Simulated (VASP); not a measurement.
Computed with LDA (Ceperley-Alder, Perdew-Zunger), VASP's LDA PAW potentials (set 64) (plane waves; VASP).

VASP ran on this input.

### KPOINTS
```
Automatic mesh
0
Gamma
6 6 8
0 0 0
```

**INCAR**
```
# general
SYSTEM  = SiO2
PREC    = Accurate
ENCUT   = 620
LREAL   = F   # projection in real space or not
LASPH   = T   # aspherical one-centre terms

# electronic loop
EDIFF   = 1E-6   # SCF stop (eV)
NELM    = 100   # most electronic steps
ALGO    = Normal

# smearing
ISMEAR  = 0   # Gaussian
SIGMA   = 0.05   # width (eV)

# ions
IBRION  = 2   # conjugate gradients
NSW     = 40
ISIF    = 3
EDIFFG  = -0.02   # ionic stop
PSTRESS = 50   # kbar

# output
LWAVE   = F
LCHARG  = F
```

### POSCAR
```
SiO2
1
    4.1546363290     0.0000000000     0.0000000000
    0.0000000000     4.1546363290     0.0000000000
    0.0000000000     0.0000000000     2.6650299060
Si O
2 4
Direct
  0.0000000000   0.0000000000   0.0000000000
  0.5000000000   0.5000000000   0.5000000000
  0.3054313459   0.3054313459   0.0000000000
  0.8054313459   0.1945686541   0.5000000000
  0.1945686541   0.8054313459   0.5000000000
  0.6945686541   0.6945686541   0.0000000000
```

POTCAR, in this order: Si O (LDA.64 set). Program: vasp_std.

Task: What does the run give for the energy per atom (σ→0), volume per atom, band gap (on the k-mesh)?

Result: 
```json
{
 "energy per atom (σ→0)": "-8.664 eV/atom",
 "band gap (on the k-mesh)": "6.04 eV",
 "volume_per_atom": "7.55 Å³/atom"
}
```

OSZICAR:
```
...
DAV:   6    -0.519807696399E+02    0.28245E-06   -0.68068E-07  1248   0.702E-03
   4 F= -.50567546E+02 E0= -.50567546E+02  d E =-.881840E-03
       N       E                     dE             d eps       ncg     rms          rms(c)
DAV:   1    -0.519810210591E+02   -0.25114E-03   -0.71258E-03  2056   0.719E-01    0.298E-02
DAV:   2    -0.519810263771E+02   -0.53180E-05   -0.20427E-04  2368   0.115E-01    0.133E-02
DAV:   3    -0.519810211871E+02    0.51900E-05   -0.54075E-06  2316   0.234E-02    0.554E-03
DAV:   4    -0.519810203937E+02    0.79338E-06   -0.29156E-06  1680   0.152E-02
   5 F= -.50567565E+02 E0= -.50567565E+02  d E =-.900821E-03
```

The compound is SiO2 in the rutile structure, stishovite, a high-pressure form. This run relaxes it under an external pressure of 5 GPa. Symmetry was kept, so distortions that lower it aren't found.
